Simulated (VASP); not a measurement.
A convergence study with VASP on HfO₂: one setting is varied, all else stays as given below, so the limit is that of these other settings.

```
CELL_PARAMETERS angstrom
      3.58133     0.00000     0.00000
      1.79066     3.10152     0.00000
      0.00000     0.00000    21.31030
ATOMIC_POSITIONS crystal
  Hf 0.66667 0.66667 0.36278
  Hf 0.00000 0.00000 0.50000
  Hf 0.33333 0.33333 0.63722
  O  0.33333 0.33333 0.32848
  O  0.00000 0.00000 0.39709
  O  0.66667 0.66667 0.46570
  O  0.33333 0.33333 0.53431
  O  0.00000 0.00000 0.60291
  O  0.66667 0.66667 0.67152
```

Method: PBE GGA, VASP's PBE PAW potentials (set 64) (plane waves; VASP). The tightest run used: 400 eV cut-off, 20×20×1 Γ-centred mesh, Fermi-Dirac smearing of 0.020 eV, potentials Hf_pv O.

| setting | E (eV/atom) | largest force (eV/Å) | irreducible k-points |
|---|---|---|---|
| 2×2×1 mesh | -9.8725 | 1.066 | 2 |
| 3×3×1 mesh | -9.9519 | 0.894 | 3 |
| 4×4×1 mesh | -9.9532 | 0.923 | 4 |

Problem. These are the cheaper rows. Estimate the results at 20×20×1 mesh, and how far the last row shown lies from them.

Solution. 
```json
[
 {"quantity": "E (eV/atom)", "tightest run": "-9.9533", "last row shown is off by": "0.0001"},
 {"quantity": "largest force (eV/Å)", "tightest run": "0.923", "last row shown is off by": "0.001"}
]
```

Left out are rungs that failed or repeat a setting and relaxations that didn't move; long series are thinned to 24 rows.

The cell is a sheet or thin cut with vacuum, built from a generated structure.
